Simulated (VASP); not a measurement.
A convergence study with VASP on TaC (rock salt): one setting is varied, all else stays as given below, so the limit is that of these other settings.

```
CELL_PARAMETERS angstrom
      0.00000     2.23000     2.23000
      2.23000     0.00000     2.23000
      2.23000     2.23000     0.00000
ATOMIC_POSITIONS crystal
  Ta 0.00000 0.00000 0.00000
  C  0.50000 0.50000 0.50000
```

The numbers are results of LDA (Ceperley-Alder, Perdew-Zunger), VASP's LDA PAW potentials (set 64) (plane waves; VASP 6.6.1), not measurements. The tightest run used: 700 eV cut-off, 24×24×24 Γ-centred mesh, first-order Methfessel-Paxton smearing of 0.10 eV, potentials Ta_pv C.

Problem. The settings run are 2×2×2 mesh; 3×3×3 mesh; 4×4×4 mesh; 5×5×5 mesh; 6×6×6 mesh; 7×7×7 mesh; 8×8×8 mesh; 9×9×9 mesh; 10×10×10 mesh; 11×11×11 mesh; 12×12×12 mesh; 13×13×13 mesh; 14×14×14 mesh; 15×15×15 mesh; 16×16×16 mesh; 17×17×17 mesh; 18×18×18 mesh; 19×19×19 mesh; 20×20×20 mesh; 21×21×21 mesh; 22×22×22 mesh; 23×23×23 mesh; 24×24×24 mesh. From which on does the energy per atom stay within 0.01 eV/atom of the tightest run?

Solution. From 6×6×6 mesh on: it is off by 0.0015 there and by no more than 0.01 in any finer run, while 5×5×5 mesh is off by 0.0128.
```tsv
setting	E (eV/atom)	pressure (GPa)	irreducible k-points	difference judged (eV/atom)
2×2×2 mesh	-11.3897	1.99	3	0.7489
3×3×3 mesh	-11.8999	-4.58	4	0.2387
4×4×4 mesh	-12.0711	-7.61	8	0.0675
5×5×5 mesh	-12.1514	-9.07	10	0.0128
6×6×6 mesh	-12.1372	-9.22	16	0.0015
7×7×7 mesh	-12.1404	-9.04	20	0.0018
8×8×8 mesh	-12.1355	-8.91	29	0.0032
9×9×9 mesh	-12.1310	-8.74	35	0.0076
10×10×10 mesh	-12.1444	-9.10	47	0.0058
11×11×11 mesh	-12.1383	-8.97	56	0.0004
12×12×12 mesh	-12.1368	-8.92	72	0.0018
13×13×13 mesh	-12.1412	-9.00	84	0.0026
14×14×14 mesh	-12.1368	-8.97	104	0.0018
15×15×15 mesh	-12.1360	-8.92	120	0.0027
16×16×16 mesh	-12.1410	-9.00	145	0.0024
17×17×17 mesh	-12.1371	-8.95	165	0.0015
18×18×18 mesh	-12.1365	-8.93	195	0.0021
19×19×19 mesh	-12.1397	-8.99	220	0.0011
20×20×20 mesh	-12.1388	-8.99	256	0.0001
21×21×21 mesh	-12.1382	-8.97	286	0.0005
22×22×22 mesh	-12.1394	-8.98	328	0.0007
23×23×23 mesh	-12.1386	-8.98	364	0.0000
24×24×24 mesh	-12.1386	-8.98	413	0.0000
```

VASP warned of too few bands at 3×3×3 mesh.

Left out are rungs that failed or repeat a setting and relaxations that didn't move; long series are thinned to 24 rows.

The compound is TaC in the rock salt structure. The cell was not relaxed at this level. The electron count is odd and the run is not spin-polarised, which forces a metal.
